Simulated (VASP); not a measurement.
OScCl2H: single point with PBE

Molecule: OScCl2H, in a box.

```
O Sc Cl H
1.0
    12.00000    0.00000    0.00000
     0.00000   14.00000    0.00000
     0.00000    0.00000   12.00000
O Sc Cl H
1 1 2 1
Direct
  0.59725 0.59495 0.56762
  0.53699 0.47994 0.52568
  0.61844 0.34436 0.58896
  0.37491 0.47687 0.41956
  0.61969 0.65490 0.58301
```

The cell isn't the ideal one: atoms moved at random, drawn with an rms of 0.05 Å.

```
Program                : VASP 6.6.1
Task                   : single point
Functional             : PBE
Potentials or basis    : VASP PAW PBE potentials, release 64 (O, Sc_sv, Cl, H)
Cutoff                 : 520 eV
k mesh                 : 1 × 1 × 1
Occupations            : gaussian, width 0.01 eV
Spin                   : no spin polarisation
Further INCAR settings : ALGO = Normal; EDIFF = 1e-06; NBANDS = 24
```

The largest force is 4.286 eV/Å and the gap between the frontier levels is 3.89 eV.

Forces on the atoms (eV/Å):
```
O   -1.174 -3.709 -0.825
Sc  -0.489  0.202 -0.328
Cl   0.244 -0.477  0.184
Cl   0.124 -0.001  0.072
H    1.295  3.986  0.897
```

Levels at points of the mesh, in eV from the valence-band top:
```tsv
k point	band 12	band 13	band 14	band 15	band 16	band 17	band 18	band 19	band 20	band 21
(0.00, 0.00, 0.00)	-0.58	-0.53	-0.41	-0.30	0.00	3.89	4.49	4.93	5.69	5.95
```

Wall time 2.2 min on 1 thread of AMD EPYC 9R45 96-Core Processor (Zen 5) (shared host), peak memory 1.5 GiB.
